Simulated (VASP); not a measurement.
Input:

```
CeO2
1.0
    0.00000     2.70150     2.77592
    2.73584     0.00000     2.77592
    2.73584     2.70150     0.00000
Ce O
1 2
Direct
  0.00000   0.00000   0.00000
  0.25000   0.25000   0.25000
  0.74625   0.75375   0.75375
```

Method: PBE GGA, VASP's PBE PAW potentials (set 64) (plane waves; VASP). Numerical set-up: 400 eV cut-off, 6×6×6 Γ-centred mesh, Gaussian smearing of 0.050 eV, potentials Ce O.

At this cut-off the stress carries a Pulay error, which pulls relaxed volumes low.

Question: Which forces act on the atoms, in eV/Å?

Answer: 
```tsv
atom	Fx	Fy	Fz
Ce1	0.063	0.000	0.000
O2	0.074	0.000	0.000
O3	-0.137	0.000	0.000
```

Question: Give the stress tensor in GPa (positive for a compressed cell).

Answer: 
```
-5.77   0.00   0.00
 0.00  -2.87   0.06
 0.00   0.06  -9.26
```
The pressure is its mean diagonal, -5.97 GPa.

The compound is CeO2 in the fluorite structure. The cell was not relaxed at this level, atoms are displaced from their ideal sites. The run is one of a series of settings (ENCUT = 400 against the base run), some of them coarse on purpose. The run is not spin-polarised, so no magnetic state was tried.
